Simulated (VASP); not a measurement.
Crystal: Y3Ge.

```
Y Ge
1.0
    -2.26539    2.26539    5.19702
     2.26539   -2.26539    5.19702
     2.26539    2.26539   -5.19702
Y Ge
3 1
Direct
  0.50000 0.50000 0.00000
  0.25000 0.75000 0.50000
  0.75000 0.25000 0.50000
  0.00000 0.00000 0.00000
```

The cell comes from a database or a generator and needn't be the stable form of this composition.

| Item | Value |
| --- | --- |
| Program | VASP 6.6.1 |
| Task | relaxation of cell and atoms |
| Functional | AM05 |
| Potentials or basis | VASP PAW PBE potentials, release 64 (Y_sv, Ge_d) |
| Cutoff | 600 eV |
| k mesh | 6 × 6 × 6 |
| Occupations | fermi-dirac, width 0.05 eV |
| Spin | no spin polarisation |

At the start: pressure -2.5 GPa; volume 26.67 Å³/atom.

**Question.** How do energy, volume and symmetry change on relaxing?

**Answer.** Over 5 steps the energy falls by 11.6 meV/atom and the volume is 25.27 Å³/atom (-5.3 %); space group I4/mmm (No. 139, to 0.05 Å).

The path:
| step | energy change (eV) | largest force (eV/Å) | pressure (GPa) | volume (Å³) |
| --- | --- | --- | --- | --- |
| 1 | 0.0000 | 0.0000 | -2.52 | 106.68 |
| 2 | -0.0424 | 0.0000 | 0.53 | 100.34 |
| 3 | -0.0439 | 0.0000 | 0.02 | 101.29 |
| 4 | -0.0453 | 0.0000 | 0.01 | 101.22 |
| 5 | -0.0465 | 0.0000 | -0.03 | 101.07 |

Final structure:
```yaml
crystal:
  lattice:
    - [-2.23887, 2.23887, 5.04067]
    - [2.23887, -2.23887, 5.04067]
    - [2.23887, 2.23887, -5.04067]
  atoms:
    - { symbol: Y, position: [0.50000, 0.50000, 0.00000] }
    - { symbol: Y, position: [0.25000, 0.75000, 0.50000] }
    - { symbol: Y, position: [0.75000, 0.25000, 0.50000] }
    - { symbol: Ge, position: [0.00000, 0.00000, 0.00000] }
```

Caveat: the PAW data sets were made with another functional, which shifts forces and pressure a little.
